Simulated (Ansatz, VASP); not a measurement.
# Cross-check of Ta2SNO (Ta2NOS MXene, 1 layer) between VASP and Ansatz, part 2 of 2

Aim: how closely do two programs agree when they are given the same cell, functional and k mesh? Of the first pair: The structure shown is the start of the Ansatz relaxation below; VASP solves that cell, so the two are compared at the walk's first step.

VASP 6.6.1 and Ansatz 0.2.0.

So far: Starting point; Ansatz: relaxation, PBE.

## (3) VASP: single point, PBE, start cell, pair 1

Level of this step: PBE; plane waves and PAW (S, Ta_pv, N, O) (VASP).

The same cell, functional, mesh and smearing now go to VASP, with its own data sets.

Lines of VASP's logs that name or quote its potential files are left out, and so is its time.

File INCAR:

```
SYSTEM = Ta2SNO
PREC = Accurate
ENCUT = 520
EDIFF = 1E-06
NELM = 120
ISMEAR = -1
SIGMA = 0.05
LREAL = .FALSE.
ALGO = Normal
GGA = PE
NBANDS = 25
LASPH = .TRUE.
LORBIT = 11
LWAVE = .FALSE.
LCHARG = .FALSE.
ISIF = 2
LDIPOL = .TRUE.
IDIPOL = 3
DIPOL = 0.5 0.5 0.51
LVHAR = .TRUE.
GGA_COMPAT = .FALSE.
NELMDL = -8
KPAR = 2
```

File POSCAR:

```
Ta2SNO
1.0
    3.1545800000      0.0000000000      0.0000000000
   -1.5772900000      2.7319460000      0.0000000000
    0.0000000000      0.0000000000     21.5329260000
S Ta N O
1 2 1 1
Direct
    0.3333334553      0.6666669107      0.3715240558
    0.6666667277      0.3333334553      0.4563879521
    0.3333334553      0.6666669107      0.5719982041
    0.0000000000      0.0000000000      0.5141931013
    0.6666667277      0.3333334553      0.6284759442
```

File KPOINTS:

```
Automatic mesh
0
Gamma
12 12 1
0 0 0
```

Potentials, in the order of the species: S, Ta_pv, N and O (PBE family, release 64).

Started as:

```bash
$ mpirun -np 2 vasp_std
```

Numbers of over 12 decimals in the logs are rounded to 6 here.

What it wrote:

```text
[banner, memory and clock lines left out]
running    2 mpi-ranks, on    1 nodes
 distrk:  each k-point on    1 cores,    2 groups
 distr:  one band on    1 cores,    1 groups

 POSCAR found type information on POSCAR S TaN O
 POSCAR found :  4 types and       5 ions
 LDA part: xc-table for (Slater+PW92), standard interpolation
 POSCAR, INCAR and KPOINTS ok, starting setup
 FFT: planning ... GRIDC
 FFT: planning ... GRID_SOFT
 FFT: planning ... GRID
 WAVECAR not read
 entering main loop
       N       E                     dE             d eps       ncg     rms          rms(c)
DAV:   1     0.325814067129E+03    0.32581E+03   -0.20135E+04  1110   0.131E+03
DAV:   2    -0.231739301885E+02   -0.34899E+03   -0.34346E+03  1172   0.332E+02
DAV:   3    -0.530460420347E+02   -0.29872E+02   -0.29556E+02  1250   0.930E+01
DAV:   4    -0.538456897973E+02   -0.79965E+00   -0.79694E+00  1276   0.162E+01
DAV:   5    -0.538673260267E+02   -0.21636E-01   -0.21622E-01  1260   0.243E+00
DAV:   6    -0.538680966509E+02   -0.77062E-03   -0.77046E-03  1324   0.471E-01
DAV:   7    -0.538681291667E+02   -0.32516E-04   -0.32511E-04  1292   0.851E-02
DAV:   8    -0.538681304695E+02   -0.13028E-05   -0.13029E-05  1228   0.178E-02    0.300E+01
DAV:   9    -0.480871404454E+02    0.57810E+01   -0.43287E+01  1209   0.395E+01    0.141E+01
DAV:  10    -0.489739294889E+02   -0.88679E+00   -0.27519E+01  1292   0.205E+01    0.799E+00
DAV:  11    -0.490754761873E+02   -0.10155E+00   -0.40210E+01  1325   0.262E+01    0.606E+00
DAV:  12    -0.476042317122E+02    0.14712E+01   -0.23806E+01  1403   0.161E+01    0.179E+00
DAV:  13    -0.475216412151E+02    0.82590E-01   -0.11522E+00  1238   0.660E+00    0.823E-01
DAV:  14    -0.475215432550E+02    0.97960E-04   -0.68472E-02  1259   0.160E+00    0.523E-01
[...]
DAV:  22    -0.475151809566E+02   -0.95810E-05   -0.19354E-05  1283   0.232E-02    0.627E-03
DAV:  23    -0.475152053728E+02   -0.24416E-04   -0.45456E-06   915   0.905E-03    0.506E-03
DAV:  24    -0.475152270621E+02   -0.21689E-04   -0.45079E-06   900   0.972E-03    0.284E-03
DAV:  25    -0.475152475051E+02   -0.20443E-04   -0.21365E-06   844   0.698E-03    0.199E-03
DAV:  26    -0.475152574552E+02   -0.99500E-05   -0.85211E-07   824   0.336E-03    0.154E-03
DAV:  27    -0.475152637576E+02   -0.63024E-05   -0.36167E-07   716   0.244E-03    0.726E-04
DAV:  28    -0.475152680106E+02   -0.42530E-05   -0.25219E-07   700   0.208E-03    0.507E-04
DAV:  29    -0.475152686529E+02   -0.64233E-06   -0.44214E-08   514   0.109E-03
   1 F= -.47515269E+02 E0= -.47508997E+02  d E =-.125438E-01
```

Parts of OUTCAR (step 3):

```text
ion  position               nearest neighbor table
   1  0.333  0.667  0.372-   2 2.58   2 2.58   2 2.58
   2  0.667  0.333  0.456-   4 2.21   4 2.21   4 2.21   1 2.58   1 2.58   1 2.58   3 3.08   3 3.08
                             3 3.08
   3  0.333  0.667  0.572-   5 2.19   5 2.19   5 2.19   4 2.21   4 2.21   4 2.21   2 3.08   2 3.08
                             2 3.08
   4  0.000  0.000  0.514-   3 2.21   3 2.21   2 2.21   3 2.21   2 2.21   2 2.21
   5  0.667  0.333  0.628-   3 2.19   3 2.19   3 2.19

  LATTYP: Found a hexagonal cell.
 ALAT       =     3.1545800000
 C/A-ratio  =     6.8259248458

 Subroutine GETGRP returns: Found  6 space group operations
 (whereof  6 operations were pure point group operations)

The static configuration has the point symmetry C_3v.

 Found     19 irreducible k-points:

   k-points           NKPTS =     19   k-points in BZ     NKDIM =     19   number of bands    NBANDS=     25

   dimension x,y,z NGX =    24 NGY =   24 NGZ =  160
   dimension x,y,z NGXF=    48 NGYF=   48 NGZF=  320

   ENCUT  =  520.0 eV  38.22 Ry    6.18 a.u.   5.87  5.87 40.04*2*pi/ulx,y,z

   NELECT =      39.0000    total number of electrons

 k-points in reciprocal lattice and weights: Automatic mesh
   0.00000000  0.00000000  0.00000000       0.007
   0.08333333  0.00000000  0.00000000       0.042
   0.16666667  0.00000000  0.00000000       0.042
   0.25000000  0.00000000  0.00000000       0.042
   0.33333333  0.00000000  0.00000000       0.042
   0.41666667  0.00000000  0.00000000       0.042
   0.50000000  0.00000000  0.00000000       0.021
   0.08333333  0.08333333  0.00000000       0.042
   0.16666667  0.08333333  0.00000000       0.083
[...]
0.33333333  0.25000000  0.00000000       0.083
   0.33333333  0.33333333  0.00000000       0.014

 dipolmoment           0.000000      0.000000      0.037633 electrons x Angstroem

 average (electrostatic) potential at core
       1 -92.7560       2 -45.0591       3 -45.8225       4 -72.0734       5 -77.4148

 E-fermi :  -1.0376

 k-point     1 :       0.0000    0.0000    0.0000
  band No.  band energies     occupation
    ...
     17      -2.2017      2.00000
     18      -2.2017      2.00000
     19      -2.0164      2.00000
     20      -1.5968      1.99997
     21      -1.5968      1.99997
     22      -0.3538      0.00000
     23       0.1708      0.00000
     24       0.1708      0.00000
     25       1.3619      0.00000

 k-point     2 :       0.0833    0.0000    0.0000
  band No.  band energies     occupation
    ...
     17      -2.7962      2.00000
     18      -2.3552      2.00000
     19      -2.0996      2.00000
     20      -1.3923      1.99834
     21      -1.3605      1.99687
     22      -0.2549      0.00000
     23       0.2712      0.00000
     24       0.2892      0.00000
     25       1.1589      0.00000

 k-point     3 :       0.1667    0.0000    0.0000
  band No.  band energies     occupation
    ...
     17      -3.5023      2.00000
     18      -2.6755      2.00000
     19      -2.4816      2.00000
     20      -1.0800      1.40101
     21      -1.0255      0.88035
     22      -0.2552      0.00000
     23       0.6355      0.00000
     24       0.6993      0.00000
     25       1.2273      0.00000

  Total       -1.1698676     -1.1698672    -10.3682038      0.0000000      0.0000000      0.0000000
  in kB      -10.1002142    -10.1002111    -89.5153272      0.0000000      0.0000000      0.0000000
  external PRESSURE =     -36.5719175 kB  Pullay stress =       0.0000000 kB

  energy-cutoff  :      520.00
  volume of cell :      185.57
      direct lattice vectors                 reciprocal lattice vectors
     3.154580000  0.000000000  0.000000000     0.316999410  0.183019723  0.000000000
    -1.577290000  2.731946000  0.000000000     0.000000000  0.366039446  0.000000000
     0.000000000  0.000000000 21.532926000     0.000000000  0.000000000  0.046440507

 POSITION                                       TOTAL-FORCE (eV/Angst)
 -----------------------------------------------------------------------------------
     -0.00000      1.82130      8.00000        -0.000000     -0.000000      2.357478
      1.57729      0.91065      9.82737        -0.000000      0.000000     -1.397614
     -0.00000      1.82130     12.31680         0.000000      0.000000      0.567450
      0.00000      0.00000     11.07208        -0.000000      0.000000      0.714718
      1.57729      0.91065     13.53293        -0.000000      0.000000     -2.242034
 -----------------------------------------------------------------------------------
    total drift:                               -0.000000     -0.000931      0.000538

  FREE ENERGIE OF THE ION-ELECTRON SYSTEM (eV)
  ---------------------------------------------------
  free  energy   TOTEN  =       -47.5152686529 eV

  energy  without entropy=      -47.5027249013  energy(sigma->0) =      -47.50899678

 vacuum level on the upper side and lower side of the slab         4.835         4.045

 total charge
# of ion       s       p       d       tot
------------------------------------------
    1        1.368   2.309   0.000   3.677
    2        0.277   6.200   2.359   8.835
    3        0.270   6.207   2.243   8.720
    4        1.235   2.503   0.000   3.738
    5        1.572   3.372   0.000   4.943
--------------------------------------------------
tot          4.721  20.590   4.602  29.913

[... 3 further parts left out ...]
```

## (4) Side by side

Known differences besides the potentials themselves: the data sets hold 43 valence electrons in Ansatz (on its default PAW (the set named soft_2) files) and 39 in VASP; the cutoff is 420 eV in Ansatz and 520 eV in VASP. Total energies have different zeros and are not compared.

Forces (eV/Å; atoms numbered as in POSCAR):

| atom | Ansatz x, y, z | VASP x, y, z |
| --- | --- | --- |
| S1 | 0.000, 0.000, 2.360 | 0.000, 0.000, 2.357 |
| Ta2 | 0.000, 0.000, -1.360 | 0.000, 0.000, -1.398 |
| Ta3 | 0.000, 0.000, 0.571 | 0.000, 0.000, 0.567 |
| N4 | 0.000, 0.000, 0.716 | 0.000, 0.000, 0.715 |
| O5 | 0.000, 0.000, -2.287 | 0.000, 0.000, -2.242 |

The forces differ by 15 meV/Å r.m.s., which is 1.6 % of the r.m.s. force of 0.944 eV/Å (both taken over all components). With vacuum in the cell, a pressure given here is an average over mostly empty space and none of the material.

## (5) Ansatz: relaxation, PBE

This run makes the geometry at which the two programs are then compared.

The structure compared here is the end of the Ansatz relaxation.

File input.yaml:

```yaml
crystal:
  lattice:
    - [3.15458, 0.0, 0.0]
    - [-1.57729, 2.7319464183, 0.0]
    - [0.0, 0.0, 21.5329259387]
  atoms:
    - { symbol: S, position: [0.3333333333, 0.6666666667, 0.3715240568] }
    - { symbol: Ta, position: [0.6666666667, 0.3333333333, 0.4563879687] }
    - { symbol: "N", position: [0.0, 0.0, 0.5141930819] }
    - { symbol: Ta, position: [0.3333333333, 0.6666666667, 0.5719981952] }
    - { symbol: O, position: [0.6666666667, 0.3333333333, 0.6284759432] }
kpoints:
  mp_grid: { grid: [12, 12, 1] }
hamiltonian:
  xc: pbe
scf:
  occupations: { method: fermi_dirac, width: 0.05 }
  convergence: { dr2_threshold: 1.0e-08 }
efield:
  axis: 3
  dipole_correction: true
  ramp_position: 0.97
  ramp_width: 0.04
relax:
  f_tol: 0.01
  cell: { fix: [c, alpha, beta] }
output:
  write_potential: true
  write_density: true
  volumetric_format: npy
```

Started as:

```bash
$ ansatz run input.yaml --threads 4 --pin off --max-ram 8192MiB --backend cpu --events-out ev --progress --plain --runs-dir out
```

What it wrote:

```text
[...]
Crystal: 5 atoms, lattice volume = 185.574 Å³
Basis set: ecut = 420 eV, 3611 PW (Γ), exchange–correlation on 48×48×288 points (8 copies of the dense FFT grid, shifted against one another)
[...]
- [3.214038, 0.0, 0]
    - [-1.607019, 2.783439, 0]
    - [0, 0, 21.5329259387]
  atoms:
    - { symbol: S, position: [0.333333, 0.666667, 0.383473] }
    - { symbol: Ta, position: [0.666667, 0.333333, 0.458689] }
    - { symbol: N, position: [1.0829097324735236e-18, 0, 0.516337] }
    - { symbol: Ta, position: [0.333333, 0.666667, 0.567838] }
    - { symbol: O, position: [0.666667, 0.333333, 0.616243] }
[key lines of the parts left out:]
SCF converged after 3 iterations
Free energy (F): -21722.554453 eV
Fermi energy:    1.945566 eV
Dipole field:    D = 0.002781 V/Å  (p = 0.002960 e·Å, saw-weighted, corrected)
Work function:   Φ+ = 4.9920 eV   Φ− = 5.0519 eV
P = ⅓ Tr σ = -0.0025 GPa (-0.025 kbar)
```

## (6) VASP: single point, PBE, relaxed cell, pair 2

The same cell, functional, mesh and smearing now go to VASP, with its own data sets.

Changes to INCAR since step 3:

```diff
@@ -2,3 +2,3 @@
 PREC = Accurate
-ENCUT = 520
+ENCUT = 600
 EDIFF = 1E-06
@@ -18,3 +18,3 @@
 IDIPOL = 3
-DIPOL = 0.5 0.5 0.51
+DIPOL = 0.5 0.5 0.509
 LVHAR = .TRUE.
```

File POSCAR:

```
Ta2SNO
1.0
    3.2140382702      0.0000000000      0.0000000000
   -1.6070191351      2.7834387907      0.0000000000
    0.0000000000      0.0000000000     21.5329259387
S Ta N O
1 2 1 1
Direct
    0.3333333333      0.6666666667      0.3834729372
    0.6666666667      0.3333333333      0.4586892310
    0.3333333333      0.6666666667      0.5678376659
    0.0000000000      0.0000000000      0.5163365241
    0.6666666667      0.3333333333      0.6162428875
```

KPOINTS is that of step 3.

Started as:

```bash
$ mpirun -np 2 vasp_std
```

What it wrote:

```text
[... set-up lines as in an earlier step ...]
 entering main loop
       N       E                     dE             d eps       ncg     rms          rms(c)
DAV:   1     0.353609124570E+03    0.35361E+03   -0.21206E+04  1102   0.145E+03
DAV:   2    -0.204012318358E+02   -0.37401E+03   -0.36702E+03  1173   0.348E+02
DAV:   3    -0.535242048919E+02   -0.33123E+02   -0.32699E+02  1251   0.984E+01
DAV:   4    -0.544783837385E+02   -0.95418E+00   -0.94839E+00  1219   0.177E+01
[...]
DAV:  27    -0.480895398267E+02   -0.22236E-05   -0.85726E-08   597   0.188E-03    0.810E-04
DAV:  28    -0.480895435928E+02   -0.37661E-05   -0.21372E-07   682   0.197E-03    0.633E-04
DAV:  29    -0.480895443411E+02   -0.74831E-06   -0.34446E-08   502   0.122E-03
   1 F= -.48089544E+02 E0= -.48084312E+02  d E =-.104638E-01
```

From OUTCAR (step 6):

```text
  Total        0.1547561      0.1547561      0.0717738      0.0000000     -0.0000000      0.0000000
  in kB        1.2871303      1.2871303      0.5969540      0.0000000     -0.0000000      0.0000000
  external PRESSURE =       1.0570716 kB  Pullay stress =       0.0000000 kB

 POSITION                                       TOTAL-FORCE (eV/Angst)
 -----------------------------------------------------------------------------------
     -0.00000      1.85563      8.25729         0.000000     -0.000000     -0.004856
      1.60702      0.92781      9.87692         0.000000     -0.000000     -0.035059
     -0.00000      1.85563     12.22721         0.000000      0.000000      0.005881
      0.00000      0.00000     11.11824         0.000000      0.000000     -0.007172
      1.60702      0.92781     13.26951        -0.000000     -0.000000      0.041206
 -----------------------------------------------------------------------------------
    total drift:                               -0.000000      0.000000      0.000239

  FREE ENERGIE OF THE ION-ELECTRON SYSTEM (eV)
  ---------------------------------------------------
  free  energy   TOTEN  =       -48.0895443411 eV

  energy  without entropy=      -48.0790805093  energy(sigma->0) =      -48.08431243

[... 1 part as in an earlier step ...]

[... 2 further parts left out ...]
[key lines of the parts left out:]
E-fermi :  -0.8813
```

## (7) Differences

What differs besides the data sets and the points named for the pairs above, as far as they apply: the data sets hold 43 valence electrons in Ansatz (on its default PAW (the set named soft_2) files) and 39 in VASP; the cutoff is 420 eV in Ansatz and 600 eV in VASP; Ansatz's pressure holds a Pulay correction, VASP's none. Total energies have different zeros and are not compared.

The two programs side by side:

| quantity | Ansatz | VASP | difference |
| --- | --- | --- | --- |
| pressure (GPa) | 0.00 | 0.11 | -0.11 |
| work function, lower of the two faces (eV) | 4.99 | 5.03 | -0.04 |
| work function, higher of the two faces (eV) | 5.05 | 5.03 | +0.02 |

At this near-relaxed geometry the largest component of a force difference is 39 meV/Å. With vacuum in the cell, a pressure given here is an average over mostly empty space and none of the material.

## (8) Outcome

```json
{"r.m.s. force difference (single point, PBE, start cell, pair 1)": "1.6 % of the r.m.s. force", "r.m.s. force difference (single point, PBE, relaxed cell, pair 2)": "14 meV/Å"}
```

What this shows: The r.m.s. force difference is 14 meV/Å (single point, PBE, relaxed cell, pair 2), beyond the 12 meV/Å picked in this series as the mark of a large difference. The data sets hold unlike numbers of valence electrons (43 in Ansatz and 39 in VASP), so part of the differences comes from the potentials. What causes the difference of the single point, PBE, relaxed cell, pair 2 pair stays open here. Such differences can come from data sets, numerical settings and the points named under the comparisons, not from the functional's error against experiment.

[Lines on the potential files, build, host, timing and source positions are cut from VASP's logs without a mark.]

[Logs are printed without paths, hosts, clocks, repeated set-up lines and the standing remarks that a program may print on its own settings, such as how far it seeks lower states.]

[Hosts, paths, dates, database ids (printed as entryN), source tags and the programs' standing remarks are cut or masked in the printed files.]
